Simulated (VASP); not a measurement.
All values below come from LDA (Ceperley-Alder, Perdew-Zunger), VASP's LDA PAW potentials (set 64) (plane waves; VASP).

A VASP calculation is set up with these files.

File POSCAR:
```
TiTe2
1
    3.8770170000     0.0000000000     0.0000000000
   -1.9385090000     3.3575950000     0.0000000000
    0.0000000000     0.0000000000    17.1706300000
Ti Te
1 2
Direct
  0.0000000000   0.0000000000   0.5000000000
  0.3333330000   0.6666670000   0.5923270000
  0.6666670000   0.3333330000   0.4076730000
```

**INCAR**
```
# general
SYSTEM =TiTe2
PREC   =Accurate
ENCUT  =300   # plane-wave cut-off (eV)
LREAL  =F   # projection in real space or not
LASPH  =T   # aspherical one-centre terms

# electronic loop
EDIFF  =1E-6
NELM   =100
ALGO   =Normal
LMAXMIX=4

# smearing
ISMEAR =0
SIGMA  =0.1   # width (eV)

# ions
ISIF   =2   # forces and stress, cell fixed

# output
LWAVE  =F
LCHARG =F
```

KPOINTS:
```
Automatic mesh
0
Gamma
5 5 1
0 0 0
```

POTCAR, in this order: Ti_sv Te (LDA.64 set). Program: vasp_std.

What VASP printed:

File OUTCAR:
```
 ion  position               nearest neighbor table
   1  0.000  0.000  0.500-   2 2.74   3 2.74   3 2.74   2 2.74   3 2.74   2 2.74
   2  0.333  0.667  0.592-   1 2.74   1 2.74   1 2.74
   3  0.667  0.333  0.408-   1 2.74   1 2.74   1 2.74
  LATTYP: Found a hexagonal cell.
 ALAT       =     3.8770170000
 C/A-ratio  =     4.4288250477
 Subroutine PRICEL returns:
 Original cell was already a primitive cell.
 Subroutine GETGRP returns: Found 12 space group operations
The static configuration has the point symmetry D_3d.
The dynamic configuration has the point symmetry D_3d.
 Subroutine INISYM returns: Found 12 space group operations
 Subroutine IBZKPT returns following result:
 Found      5 irreducible k-points:

 Following reciprocal coordinates:
            Coordinates               Weight
  0.000000  0.000000  0.000000      1.000000
  0.200000  0.000000  0.000000      6.000000
  0.400000  0.000000  0.000000      6.000000
  0.200000  0.200000  0.000000      6.000000
  0.400000  0.200000  0.000000      6.000000
   k-points           NKPTS =      5   k-points in BZ     NKDIM =      5   number of bands    NBANDS=     16
   number of dos      NEDOS =    301   number of ions     NIONS =      3
...
```

File OSZICAR:
```
       N       E                     dE             d eps       ncg     rms          rms(c)
DAV:   1     0.115550883825E+03    0.11555E+03   -0.88819E+03   200   0.801E+02
DAV:   2    -0.557325896879E+01   -0.12112E+03   -0.12005E+03   200   0.235E+02
DAV:   3    -0.197475967540E+02   -0.14174E+02   -0.14087E+02   304   0.669E+01
DAV:   4    -0.203476487757E+02   -0.60005E+00   -0.59945E+00   200   0.138E+01
DAV:   5    -0.203913122463E+02   -0.43663E-01   -0.43661E-01   272   0.287E+00    0.120E+01
DAV:   6    -0.204593381506E+02   -0.68026E-01   -0.54872E+01   232   0.448E+01    0.166E+01
DAV:   7    -0.183575734036E+02    0.21018E+01   -0.47417E+01   232   0.408E+01    0.613E+00
DAV:   8    -0.179226785441E+02    0.43489E+00   -0.19663E+00   208   0.974E+00    0.232E+00
DAV:   9    -0.178810888412E+02    0.41590E-01   -0.98301E-01   232   0.620E+00    0.149E+00
DAV:  10    -0.178659343035E+02    0.15155E-01   -0.25628E-01   224   0.377E+00    0.680E-01
DAV:  11    -0.178633054651E+02    0.26288E-02   -0.36777E-02   200   0.135E+00    0.211E-01
DAV:  12    -0.178628402958E+02    0.46517E-03   -0.35472E-03   200   0.433E-01    0.145E-01
DAV:  13    -0.178629970053E+02   -0.15671E-03   -0.14033E-03   216   0.170E-01    0.564E-02
DAV:  14    -0.178630438800E+02   -0.46875E-04   -0.19790E-04   200   0.961E-02    0.281E-02
DAV:  15    -0.178631170007E+02   -0.73121E-04   -0.37150E-05   184   0.275E-02    0.253E-02
DAV:  16    -0.178632155287E+02   -0.98528E-04   -0.98652E-05   200   0.601E-02    0.304E-02
DAV:  17    -0.178632748145E+02   -0.59286E-04   -0.12221E-05   192   0.214E-02    0.144E-02
DAV:  18    -0.178633369869E+02   -0.62172E-04   -0.48753E-06   184   0.929E-03    0.897E-03
DAV:  19    -0.178633611019E+02   -0.24115E-04   -0.12599E-06   136   0.693E-03    0.721E-03
DAV:  20    -0.178633804445E+02   -0.19343E-04   -0.11728E-06   144   0.403E-03    0.480E-03
DAV:  21    -0.178633836284E+02   -0.31839E-05   -0.11255E-07    96   0.153E-03    0.350E-03
DAV:  22    -0.178633860172E+02   -0.23888E-05   -0.37760E-07   104   0.424E-03    0.561E-04
DAV:  23    -0.178633862540E+02   -0.23682E-06   -0.54240E-08    80   0.130E-03
   1 F= -.17863386E+02 E0= -.17857163E+02  d E =-.124470E-01
```

File OUTCAR:
```
------------------------ aborting loop because EDIFF is reached ----------------------------------------
  FORCE on cell =-STRESS in cart. coord.  units (eV):
  Direction    XX          YY          ZZ          XY          YZ          ZX
  --------------------------------------------------------------------------------------
  Total       -2.2468914     -2.2468911      1.0400097      0.0000003      0.0000000     -0.0000000
  in kB      -16.1057300    -16.1057279      7.4547955      0.0000024      0.0000000     -0.0000000
  external PRESSURE =      -8.2522208 kB  Pullay stress =       0.0000000 kB
  volume of cell :      223.52
      direct lattice vectors                 reciprocal lattice vectors
     3.877017000  0.000000000  0.000000000     0.257930259  0.148916152  0.000000000
    -1.938509000  3.357595000  0.000000000     0.000000000  0.297832228  0.000000000
     0.000000000  0.000000000 17.170630000     0.000000000  0.000000000  0.058238981
 POSITION                                       TOTAL-FORCE (eV/Angst)
 -----------------------------------------------------------------------------------
      0.00000      0.00000      8.58531         0.000000      0.000000     -0.000000
     -0.00000      2.23840     10.17063        -0.000000     -0.000000      0.352727
      1.93851      1.11920      7.00000         0.000000      0.000000     -0.352727
 -----------------------------------------------------------------------------------
    total drift:                                0.000000      0.000000      0.000000
  FREE ENERGIE OF THE ION-ELECTRON SYSTEM (eV)
  ---------------------------------------------------
  free  energy   TOTEN  =       -17.8633862540 eV

  energy  without entropy=      -17.8509392119  energy(sigma->0) =      -17.85716273
```
(Selected blocks of OUTCAR.)

At this cut-off the stress carries a Pulay error, which pulls relaxed volumes low. The cell holds a wide vacuum, so values per volume refer to the whole cell.

The cell is a sheet with vacuum, built from a generated structure.
